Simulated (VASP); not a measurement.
OSZICAR of a VASP run on Sc (hcp):

File OSZICAR:
```
       N       E                     dE             d eps       ncg     rms          rms(c)
DAV:   1     0.353052722868E+03    0.35305E+03   -0.99838E+03  1928   0.128E+03
DAV:   2     0.538754854250E+01   -0.34767E+03   -0.34191E+03  2683   0.668E+02
DAV:   3    -0.136187924211E+02   -0.19006E+02   -0.18262E+02  3131   0.173E+02
DAV:   4    -0.139091412817E+02   -0.29035E+00   -0.28754E+00  2890   0.204E+01
DAV:   5    -0.139144808203E+02   -0.53395E-02   -0.53387E-02  3172   0.272E+00    0.749E+00
DAV:   6    -0.126593870728E+02    0.12551E+01   -0.29663E+00  2410   0.222E+01    0.223E+00
DAV:   7    -0.125032148488E+02    0.15617E+00   -0.70849E-01  2466   0.984E+00    0.878E-01
DAV:   8    -0.124934193625E+02    0.97955E-02   -0.32554E-02  2634   0.266E+00    0.261E-01
DAV:   9    -0.124916593387E+02    0.17600E-02   -0.10126E-02  2452   0.121E+00    0.229E-02
DAV:  10    -0.124916749354E+02   -0.15597E-04   -0.14493E-04  3200   0.179E-01    0.887E-03
DAV:  11    -0.124916697436E+02    0.51918E-05   -0.32284E-06  2164   0.235E-02    0.254E-03
DAV:  12    -0.124916721323E+02   -0.23888E-05   -0.65848E-07  1548   0.134E-02    0.120E-03
DAV:  13    -0.124916719422E+02    0.19009E-06   -0.14498E-07  1303   0.713E-03
   1 F= -.12491672E+02 E0= -.12492077E+02  d E =-.124917E+02
       N       E                     dE             d eps       ncg     rms          rms(c)
DAV:   1    -0.125846649987E+02   -0.92993E-01   -0.35121E+00  2682   0.368E+01    0.202E+00
DAV:   2    -0.125073378179E+02    0.77327E-01   -0.25275E-01  2504   0.737E+00    0.701E-01
DAV:   3    -0.124980280535E+02    0.93098E-02   -0.33314E-02  2971   0.254E+00    0.284E-01
DAV:   4    -0.124973703065E+02    0.65775E-03   -0.27595E-03  3659   0.670E-01    0.378E-02
DAV:   5    -0.124973614048E+02    0.89017E-05   -0.15267E-04  2567   0.162E-01    0.173E-02
DAV:   6    -0.124973603506E+02    0.10542E-05   -0.17711E-05  3234   0.727E-02    0.229E-03
DAV:   7    -0.124973602307E+02    0.11986E-06   -0.39530E-07  1233   0.125E-02
   2 F= -.12497360E+02 E0= -.12497934E+02  d E =-.568829E-02
       N       E                     dE             d eps       ncg     rms          rms(c)
DAV:   1    -0.124999742525E+02   -0.26139E-02   -0.97351E-02  2731   0.610E+00    0.338E-01
DAV:   2    -0.124977629403E+02    0.22113E-02   -0.68656E-03  2600   0.117E+00    0.115E-01
DAV:   3    -0.124975103769E+02    0.25256E-03   -0.88090E-04  2978   0.419E-01    0.460E-02
DAV:   4    -0.124974957501E+02    0.14627E-04   -0.74888E-05  3611   0.108E-01    0.594E-03
DAV:   5    -0.124974956069E+02    0.14314E-06   -0.37942E-06  1976   0.262E-02
   3 F= -.12497496E+02 E0= -.12498106E+02  d E =-.582366E-02
       N       E                     dE             d eps       ncg     rms          rms(c)
DAV:   1    -0.125048965767E+02   -0.74008E-02   -0.54859E-01  2382   0.157E+01    0.615E-01
DAV:   2    -0.125002536550E+02    0.46429E-02   -0.47811E-02  2864   0.417E+00    0.298E-01
DAV:   3    -0.124984629882E+02    0.17907E-02   -0.50114E-03  3333   0.100E+00    0.952E-02
DAV:   4    -0.124983576181E+02    0.10537E-03   -0.39021E-04  3160   0.265E-01    0.278E-02
DAV:   5    -0.124983521779E+02    0.54402E-05   -0.31700E-05  3345   0.724E-02    0.823E-03
DAV:   6    -0.124983532164E+02   -0.10385E-05   -0.13473E-06  1373   0.237E-02    0.991E-04
DAV:   7    -0.124983533576E+02   -0.14123E-06   -0.28280E-07  1058   0.111E-02
   4 F= -.12498353E+02 E0= -.12499019E+02  d E =-.857751E-03
       N       E                     dE             d eps       ncg     rms          rms(c)
DAV:   1    -0.124983630514E+02   -0.98350E-05   -0.67497E-04  2368   0.552E-01    0.213E-02
DAV:   2    -0.124983572816E+02    0.57698E-05   -0.58460E-05  2871   0.145E-01    0.104E-02
DAV:   3    -0.124983553174E+02    0.19642E-05   -0.57452E-06  2237   0.353E-02    0.345E-03
DAV:   4    -0.124983552461E+02    0.71315E-07   -0.71614E-07   967   0.117E-02
   5 F= -.12498355E+02 E0= -.12499021E+02  d E =-.859639E-03
       N       E                     dE             d eps       ncg     rms          rms(c)
DAV:   1    -0.124986438129E+02   -0.28850E-03   -0.99895E-03  2663   0.188E+00    0.113E-01
DAV:   2    -0.124983930964E+02    0.25072E-03   -0.76497E-04  2528   0.386E-01    0.369E-02
DAV:   3    -0.124983667512E+02    0.26345E-04   -0.10411E-04  2936   0.141E-01    0.150E-02
DAV:   4    -0.124983637728E+02    0.29783E-05   -0.69056E-06  2264   0.352E-02    0.233E-03
DAV:   5    -0.124983638040E+02   -0.31164E-07   -0.96444E-07   974   0.186E-02
   6 F= -.12498364E+02 E0= -.12499026E+02  d E =-.855790E-05
```

Q: Which electronic solver shows in the log?

A: It is blocked Davidson (ALGO = Normal, or the opening steps of other solvers). The INCAR had ALGO = Normal.

Q: Can the final energy be trusted as converged?

A: Self-consistency was reached. It stopped with EDIFF = 1E-6, NELM = 100, NSW = 60 and EDIFFG = -0.01 after 6 ionic steps (PBE GGA, plane waves, VASP's PBE PAW potentials (set 64)).

The compound is Sc in the hcp structure. This run relaxes it. Symmetry was kept, so distortions that lower it aren't found.
